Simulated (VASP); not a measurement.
These are PBE GGA, VASP's PBE PAW potentials (set 64) (plane waves; VASP) values and carry that method's errors.

VASP input:

### POSCAR
```
CdGeAs2
1
   -3.0302816169     3.0302816169     5.7452822797
    3.0302816169    -3.0302816169     5.7452822797
    3.0302816169     3.0302816169    -5.7452822797
Cd Ge As
2 2 4
Direct
  0.0000000000   1.0000000000   0.0000000000
  0.7500000000   0.2500000000   0.5000000000
  0.5000000000   0.5000000000   0.0000000000
  0.2500000000   0.7500000000   0.5000000000
  0.8750000000   0.8481665283   0.4731665283
  0.1518334717   0.6250000000   0.0268334717
  0.3750000000   0.4018334717   0.5268334717
  0.5981665283   0.1250000000   0.9731665283
```

INCAR:
```
LREAL=.False.   # projection in real space or not
EDIFFG=-0.02   # ionic stop
ALGO=Normal
LASPH=.True.   # aspherical one-centre terms
IBRION=2
LMAXMIX=4
GGA=PE
LCHARG=.False.
NELM=100   # most electronic steps
PREC=Accurate
ENCUT=500   # plane-wave cut-off (eV)
EDIFF=1E-6   # SCF stop (eV)
ISMEAR=0   # Gaussian
ISIF=3   # ions, shape and volume
LWAVE=.False.
SYSTEM=CdGeAs2
NSW=40   # most ionic steps
SIGMA=0.05   # width (eV)
```

**KPOINTS**
```
K-points
0
Gamma
  5 5 5
0 0 0
```

POTCAR, in this order: Cd Ge_d As (PBE.64 set). Program: vasp_std.

**Question.** What will the output report for the number of irreducible k-points (NKPTS), largest plane-wave count, number of space-group operations, FFT grid (NGX, NGY, NGZ)?

**Answer.** 
The number of irreducible k-points (NKPTS) comes out as 18. The largest plane-wave count is 5372 and the number of space-group operations is 8. The FFT grid (NGX, NGY, NGZ) is 54 × 54 × 54.

The compound is CdGeAs2 in the chalcopyrite structure. It was relaxed first, which changed the volume by +7 %.
